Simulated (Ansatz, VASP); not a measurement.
# ZrAl5N6: VASP beside Ansatz

Contents of INCAR:

```
PREC = Accurate ; ENCUT = 520
EDIFF = 1E-6 ; ISMEAR = 0
SIGMA = 0.1 ; LREAL = F
LASPH = T ; NELM = 60
ALGO = Normal ; ISIF = 2
LWAVE = F ; LCHARG = F
GGA = PE ; NBANDS = 40
```

KPOINTS

```
regular mesh
0
Gamma
  6 6 1
```

POSCAR

```
ZrAl5N6
1.0
    3.3304038000      0.0000000000      0.0000000000
   -1.6652019000      2.8842143000      0.0000000000
    0.0000000000      0.0000000000     16.3155799000
Zr Al N
1 5 6
Direct
    0.0000000000      0.0000000000      0.0000000000
    0.6666666700      0.3333333300      0.1666666700
    0.3333333300      0.6666666700      0.3333333300
    0.0000000000      0.0000000000      0.5000000000
    0.6666666700      0.3333333300      0.6666666700
    0.3333333300      0.6666666700      0.8333333300
    0.6666666700      0.3333333300      0.9166666700
    0.3333333300      0.6666666700      0.0833333300
    0.0000000000      0.0000000000      0.2500000000
    0.6666666700      0.3333333300      0.4166666700
    0.3333333300      0.6666666700      0.5833333300
    0.0000000000      0.0000000000      0.7500000000
```

Input for Ansatz:

```yaml
crystal:
  lattice:
    - [3.3304038, 0.0, 0.0]
    - [-1.6652019, 2.8842143, 0.0]
    - [0.0, 0.0, 16.3155799]
  atoms:
    - { symbol: Zr, position: [0.0, 0.0, 0.0] }
    - { symbol: Al, position: [0.66666667, 0.33333333, 0.16666667] }
    - { symbol: Al, position: [0.33333333, 0.66666667, 0.33333333] }
    - { symbol: Al, position: [0.0, 0.0, 0.5] }
    - { symbol: Al, position: [0.66666667, 0.33333333, 0.66666667] }
    - { symbol: Al, position: [0.33333333, 0.66666667, 0.83333333] }
    - { symbol: "N", position: [0.66666667, 0.33333333, 0.91666667] }
    - { symbol: "N", position: [0.33333333, 0.66666667, 0.08333333] }
    - { symbol: "N", position: [0.0, 0.0, 0.25] }
    - { symbol: "N", position: [0.66666667, 0.33333333, 0.41666667] }
    - { symbol: "N", position: [0.33333333, 0.66666667, 0.58333333] }
    - { symbol: "N", position: [0.0, 0.0, 0.75] }
basis:
  ecutwfc: 420
kpoints:
  mp_grid: { grid: [6, 6, 1] }
hamiltonian:
  xc: pbe
scf:
  occupations: { method: gaussian, width: 0.1 }
  lower_state_search: "off"
output:
  forces: true
  stress: true
  eigenvalues: true
```

Alike in both runs: task single point; functional PBE; k mesh 6 × 6 × 1; occupations gaussian, width 0.1 eV; no spin polarisation.

```csv
,VASP,Ansatz
version,VASP 6.6.1,Ansatz 0.2.0
potentials or method,"VASP PAW PBE potentials, release 64 (Zr_sv, Al, N)","scalar-relativistic, plane waves, PAW"
plane-wave cutoff (eV),520,420
valence electrons in the cell,57,57
```

```tsv
	VASP	Ansatz	Ansatz less VASP
gap on the k mesh at the Fermi level (eV)	none	none	-
rms of the force components (eV/Å)	0.358	0.356	-0.0023
```

Atom by atom the forces differ by 0.002 eV/Å (rms over components). A gap of «none» marks a metal or a gap that the smearing closes.

Caveats: the k mesh is coarse (spacing up to 0.39 Å⁻¹), so the values aren't converged; forces of over 1 eV/Å show positions far from the minimum, so gaps and moduli don't describe the material at rest.
